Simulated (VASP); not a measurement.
Computed with revPBE GGA, VASP's PBE PAW potentials (set 64) (plane waves; VASP).

Input for VASP

**INCAR**
```
! general
SYSTEM  = GaAs
PREC    = Accurate
ENCUT   = 520   ! plane-wave cut-off (eV)
LREAL   = .FALSE.   ! projection in real space or not
LASPH   = .TRUE.

! electronic loop
EDIFF   = 1E-6
NELM    = 100   ! most electronic steps
ALGO    = Normal
LMAXMIX = 4

! smearing
ISMEAR  = 0
SIGMA   = 0.05   ! width (eV)

! functional
GGA     = RE

! ions
IBRION  = 2   ! conjugate gradients
NSW     = 60   ! most ionic steps
ISIF    = 3   ! ions, shape and volume
EDIFFG  = -0.01

! output
LWAVE   = .FALSE.
LCHARG  = .FALSE.
```

File KPOINTS:
```
K-points
0
Gamma
 7 7 7
```

File POSCAR:
```
GaAs
1
    0.0000000000     2.8961830029     2.8961830029
    2.8961830029     0.0000000000     2.8961830029
    2.8961830029     2.8961830029    -0.0000000000
Ga As
1 1
Direct
  0.0000000000   0.0000000000   0.0000000000
  0.2500000000   0.2500000000   0.2500000000
```

POTCAR, in this order: Ga_d As (PBE.64 set). Program: vasp_std.

The run wrote:

### OSZICAR
```
       N       E                     dE             d eps       ncg     rms          rms(c)
DAV:   1     0.795893866733E+02    0.79589E+02   -0.89131E+03   520   0.185E+03
DAV:   2    -0.183142042936E+01   -0.81421E+02   -0.77271E+02   570   0.316E+02
DAV:   3    -0.770616563065E+01   -0.58747E+01   -0.57774E+01   650   0.742E+01
DAV:   4    -0.780762890008E+01   -0.10146E+00   -0.10141E+00   589   0.106E+01
DAV:   5    -0.780948878580E+01   -0.18599E-02   -0.18598E-02   653   0.124E+00    0.275E+00
DAV:   6    -0.769235803577E+01    0.11713E+00   -0.24248E-01   791   0.873E+00    0.167E+00
DAV:   7    -0.768420814312E+01    0.81499E-02   -0.66182E-02   672   0.200E+00    0.568E-01
DAV:   8    -0.768757757941E+01   -0.33694E-02   -0.11451E-02   575   0.144E+00    0.893E-02
DAV:   9    -0.768841880927E+01   -0.84123E-03   -0.15119E-03   640   0.536E-01    0.656E-02
DAV:  10    -0.768855894324E+01   -0.14013E-03   -0.12824E-04   595   0.106E-01    0.359E-02
DAV:  11    -0.768869504622E+01   -0.13610E-03   -0.29484E-04   540   0.122E-01    0.664E-03
DAV:  12    -0.768869606796E+01   -0.10217E-05   -0.37673E-06   657   0.258E-02    0.285E-03
DAV:  13    -0.768869748900E+01   -0.14210E-05   -0.24589E-06   557   0.115E-02    0.951E-04
DAV:  14    -0.768869746373E+01    0.25271E-07   -0.49919E-08   320   0.242E-03
   1 F= -.76886975E+01 E0= -.76886221E+01  d E =-.768870E+01
```

OUTCAR:
```
------------------------ aborting loop because EDIFF is reached ----------------------------------------
  FORCE on cell =-STRESS in cart. coord.  units (eV):
  Direction    XX          YY          ZZ          XY          YZ          ZX
  --------------------------------------------------------------------------------------
  Total       -0.0046691     -0.0046691     -0.0046691      0.0000000      0.0000000     -0.0000000
  in kB       -0.1539691     -0.1539691     -0.1539691      0.0000000      0.0000000     -0.0000000
  external PRESSURE =      -0.1539691 kB  Pullay stress =       0.0000000 kB
  volume of cell :       48.59
      direct lattice vectors                 reciprocal lattice vectors
     0.000000000  2.896183003  2.896183003    -0.172641024  0.172641024  0.172641024
     2.896183003  0.000000000  2.896183003     0.172641024 -0.172641024  0.172641024
     2.896183003  2.896183003  0.000000000     0.172641024  0.172641024 -0.172641024
  FREE ENERGIE OF THE ION-ELECTRON SYSTEM (eV)
  ---------------------------------------------------
  free  energy   TOTEN  =        -7.6886974637 eV

  energy  without entropy=       -7.6885468007  energy(sigma->0) =       -7.68862213

 reached required accuracy - stopping structural energy minimisation
```
(Selected blocks of OUTCAR.)

### OUTCAR
```
 val. band max:        3.3572642904   @ k =   0.0000   0.0000   0.0000

 cond. band min:       3.4342941794   @ k =   0.0000   0.0000   0.0000


 Fermi energy:         3.4079219604

 k-point     1 :       0.0000    0.0000    0.0000
  band No.  band energies     occupation
      1     -11.3406      2.00000
      2     -11.3406      2.00000
      3     -11.3406      2.00000
      4     -11.2780      2.00000
      5     -11.2780      2.00000
      6      -8.8413      2.00000
      7       3.3573      1.84810
      8       3.3573      1.84809
      9       3.3573      1.84809
     10       3.4343      0.45572
     11       7.0835      0.00000
     12       7.0835      0.00000
     13       7.0835      0.00000

 k-point     2 :       0.1429    0.0000    0.0000
  band No.  band energies     occupation
      1     -11.3524      2.00000
      2     -11.3371      2.00000
      3     -11.3371      2.00000
      4     -11.2781      2.00000
      5     -11.2781      2.00000
      6      -8.6291      2.00000
      7       1.0803      2.00000
      8       3.0939      2.00000
      9       3.0939      2.00000
     10       4.7240      0.00000
     11       7.4781      0.00000
     12       7.4781      0.00000
     13       7.6214      0.00000

 k-point     3 :       0.2857    0.0000    0.0000
  band No.  band energies     occupation
      1     -11.3771      2.00000
      2     -11.3303      2.00000
      3     -11.3303      2.00000
      4     -11.2773      2.00000
      5     -11.2773      2.00000
      6      -8.0558      2.00000
      7      -1.1322      2.00000
      8       2.6429      2.00000
      9       2.6429      2.00000
     10       4.5484      0.00000
     11       7.9690      0.00000
     12       7.9690      0.00000
     13       9.5981      0.00000

 k-point     4 :       0.4286    0.0000    0.0000
  band No.  band energies     occupation
      1     -11.3955      2.00000
      2     -11.3260      2.00000
      3     -11.3260      2.00000
...
```

The compound is GaAs in the zinc blende structure. It was relaxed first, which changed the volume by +8 %. The start is the result of an earlier pass.
